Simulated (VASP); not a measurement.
# Splitting of the Δ valleys and order of the conduction valleys in Ge under biaxial (001) strain, TB-mBJ with spin-orbit coupling on PBEsol cells

Whether to grow a germanium layer under tension or under compression depends on which conduction valley the electrons should occupy. Strain in the (001) plane makes the normal direction different from the two in-plane axes, so valleys that are equivalent in the cubic crystal may separate. The valley with the lowest energy then sets the gap, the effective mass and whether the gap is direct. The calculation covers in-plane strains from −2 % to +2 %, with tension positive. Level energies are counted from the valence-band top at the zone centre, and the splitting is the energy of the [100] valley less that of the [001] valley.

## Computational details

The start is a typed prototype cell. The crystal was relaxed with PBEsol. Equal strain is imposed in the (001) plane; the strain along the normal is adjusted until the normal stress vanishes, and the atoms are relaxed with PBEsol. VASP 6.6.1, plane waves with PAW, cutoff 470 eV, no spin polarisation. Band edges are single points at TB-mBJ with spin-orbit coupling on these cells, k mesh 7×7×7, read on short lines of k points at the zone centre and through the valleys; energies are counted from the valence-band top at the zone centre.  All levels use the PAW data sets made with PBE.

Notes on method and selection:

- A valley's energy from the valence-band top holds the shift of that top as well as the shift of the valley.
- The gap closes at PBEsol in some of these cells, so their relaxation was done on a slightly metallic state, which can put single points off the line.
- The TB-mBJ parameter c is fixed anew from the density of each cell, so it changes along the series.
- Runs that did not converge, have known faults or may not be shown are not listed, and runs on Ansatz's PAW sets soft_1 and soft_2 are kept to separate tables.

Columns:

- strain (%): strain in the plane (tension positive).
- splitting (eV): valley along [100] less valley along [001].
- Δ [001] (eV): minimum of the conduction band along Γ–X in the [001] direction.
- Δ [100] (eV): minimum of the conduction band along Γ–X in the [100] direction.
- L [111] (eV): conduction level at L along [111].
- Γ level (eV): lowest conduction level at Γ.

Input lines of one member:

```
PREC = Accurate
ENCUT = 470
EDIFF = 1E-06
NELM = 150
ISMEAR = 0
SIGMA = 0.02
LREAL = .FALSE.
ALGO = Normal
METAGGA = MBJ
LASPH = .TRUE.
LNONCOLLINEAR = .TRUE.
NBANDS = 38
GGA_COMPAT = .FALSE.
LSORBIT = .TRUE.
KPAR = 2
```

Command (options for logging and memory left out): `mpirun -np 2 vasp_ncl`

## The series

| member | strain (%) | splitting (eV) | Δ [001] (eV) | Δ [100] (eV) | L [111] (eV) | Γ level (eV) |
| --- | --- | --- | --- | --- | --- | --- |
| −2 % | −2.0 | −0.322 | 1.010 | 0.688 | 0.565 | 0.761 |
| −1.5 % | −1.5 | −0.239 | 0.992 | 0.753 | 0.584 | 0.732 |
| −1 % | −1.0 | −0.158 | 0.973 | 0.816 | 0.599 | 0.701 |
| −0.5 % | −0.5 | −0.081 | 0.957 | 0.876 | 0.607 | 0.662 |
| 0 % | 0.0 | 0.002 | 0.936 | 0.938 | 0.615 | 0.632 |
| +0.5 % | 0.5 | 0.086 | 0.862 | 0.948 | 0.569 | 0.548 |
| +1 % | 1.0 | 0.166 | 0.784 | 0.950 | 0.513 | 0.456 |
| +1.5 % | 1.5 | 0.247 | 0.703 | 0.950 | 0.452 | 0.361 |
| +2 % | 2.0 | 0.327 | 0.621 | 0.948 | 0.388 | 0.264 |

Least-squares fits to the whole series, with x = strain (%); R² and errors in the fitted variable (y, or ln y where the fit is in ln y):

| y | members | fit | R² | rms residual | leave-one-out rms | the same for the mean of the others |
| --- | --- | --- | --- | --- | --- | --- |
| splitting (eV) | 9 | y = 0.003111 + 0.1623 x | 1.00 | 0.0014 | 0.0017 | 0.24 |
| Δ [001] (eV) | 9 | y = 0.8709 − 0.09653 x | 0.91 | 0.040 | 0.055 | 0.15 |

## Interpretation

The splitting rises in every step, from −0.322 eV at −2 % to 0.327 eV at +2 %. Compression therefore favours the in-plane Δ valleys, [100] and [010], and tension favours the [001] valley. Neither kind is the lowest conduction level in any row. That is L from −2 % to 0 %, and Γ in the four rows under tension.

The splitting follows from three assumptions.

1. The in-plane strain is e∥ = x/100, with x in per cent. Because the normal stress vanishes, the normal strain is e⊥ = −κ e∥, where κ = 2C₁₂/C₁₁ is set by the elastic constants.
2. A valley along the unit vector n shifts linearly with strain: δE = Ξd (2e∥ + e⊥) + Ξu (n·ε·n). The first term depends on the volume change alone, the second on the stretch along the valley's own axis.
3. All valleys are counted from the same valence-band top.

For the [100] valley n·ε·n is e∥, and for the [001] valley it is e⊥. In the difference, the volume term and the reference cancel:

S = S₀ + Ξu (e∥ − e⊥) = S₀ + s x, with s = Ξu (1 + κ)/100.

The small constant S₀ allows for the cell without in-plane strain being very slightly tetragonal. The fitted slope of 0.1623 eV per % gives Ξu (1 + κ) = 100 × 0.1623 = 16.23 eV. With κ roughly 0.8, as is usual for semiconductors of this structure, Ξu is roughly 9 eV. Its positive sign means that stretching the crystal along a valley's axis raises that valley relative to the others.

The same formula shows why the L valleys stay together. For each of the four ⟨111⟩ directions n·ε·n equals (2e∥ + e⊥)/3, so (001) strain shifts them all equally, and the single L column stands for all four.

## Testing the model

The two constants are fixed on the members 0 % and +1 %:

S₀ = 0.002 eV

s = (0.166 − 0.002) / 1.0 = 0.164 eV per %

Four other members then follow:

- −2 %: 0.002 + 0.164 × (−2.0) = −0.326 eV; the table has −0.322 eV.
- −1 %: 0.002 + 0.164 × (−1.0) = −0.162 eV; the table has −0.158 eV.
- +0.5 %: 0.002 + 0.164 × 0.5 = 0.084 eV; the table has 0.086 eV.
- +2 %: 0.002 + 0.164 × 2.0 = 0.330 eV; the table has 0.327 eV.

Over all seven members not used to fix the constants, the largest miss is 0.005 eV, at −1.5 %, and the rms miss is 0.003 eV. Predicting each member from the mean of the others misses by 0.24 eV. Two calculations at small strain are thus enough to give the splitting over the whole tabled range.

The splitting ranks the Δ valleys among themselves; their place relative to L and Γ has to be read from the levels. At −2 % the lower Δ valleys lie 0.688 − 0.565 = 0.123 eV above L, compared with 0.938 − 0.615 = 0.323 eV at zero strain, so compression brings them closer without making them lowest. At +2 % the lower Δ valley is [001], and it lies 0.621 − 0.264 = 0.357 eV above Γ.

## Where the trend breaks

Largest departures from the fit to the whole series:

| member | splitting (eV) | fit | computed − fit | in rms residuals |
| --- | --- | --- | --- | --- |
| −0.5 % | −0.081 | −0.078 | −0.003 | 2.1 |
| +0.5 % | 0.086 | 0.084 | +0.002 | 1.2 |
| −1.5 % | −0.239 | −0.240 | +0.001 | 1.0 |
| −1 % | −0.158 | −0.159 | +0.001 | 0.9 |

The linear law fails when it is carried over from the splitting to a single level. A straight line through Δ [001] leaves an rms residual of 0.040 eV, against 0.0014 eV for the splitting, because the level bends at zero strain. It falls by 0.957 − 0.936 = 0.021 eV from −0.5 % to 0 %, and by 0.936 − 0.862 = 0.074 eV from 0 % to +0.5 %.

The other levels bend by nearly the same amount. The bend is measured by twice the level at 0 % less the levels at −0.5 % and +0.5 %:

- Δ [001]: 2 × 0.936 − 0.957 − 0.862 = 0.053 eV
- Δ [100]: 2 × 0.938 − 0.876 − 0.948 = 0.052 eV
- L: 2 × 0.615 − 0.607 − 0.569 = 0.054 eV
- Γ: 2 × 0.632 − 0.662 − 0.548 = 0.054 eV

A bend shared by four different conduction states points to their common reference. For a single level to be linear, the valence-band top would also have to move linearly with strain, and it does not. Strain of either sign splits that top, and the upper branch, from which the levels are counted, moves up relative to the average of the two. This lowers every tabled level on both sides of zero and cancels in the splitting. The TB-mBJ parameter c also changes along the series, but a smooth change in c would add a slope or a gentle curve, not a kink at zero.

## Closing remarks

From −2 % to +2 % the Δ splitting is linear in strain, at about 0.16 eV per %. No omitted effect is expected to rival its range of 0.327 + 0.322 = 0.649 eV. For the choice of growth, these calculations have compression keep the electrons at L and tension bring them to Γ; neither puts them in the Δ valleys within this range.

The order of L and Γ is less secure, since only 0.017 eV separates them at zero strain. Germanium is known to have L more clearly below Γ, and to need more tension than +0.5 % before its gap becomes direct. TB-mBJ on these PBEsol cells therefore places Γ too low relative to L, by an error of roughly 0.1 eV, and the change of order comes too early. The margin of 0.123 eV that keeps the Δ valleys above L at −2 % is no larger than errors of this kind, so that order is not secure either. Lattice vibrations, also left out, would lower the gaps by roughly 0.1 eV at room temperature, with a smaller effect on the differences between valleys.

[Logs are printed without paths, hosts, clocks, repeated set-up lines and the standing remarks that a program may print on its own settings, such as how far it seeks lower states.]
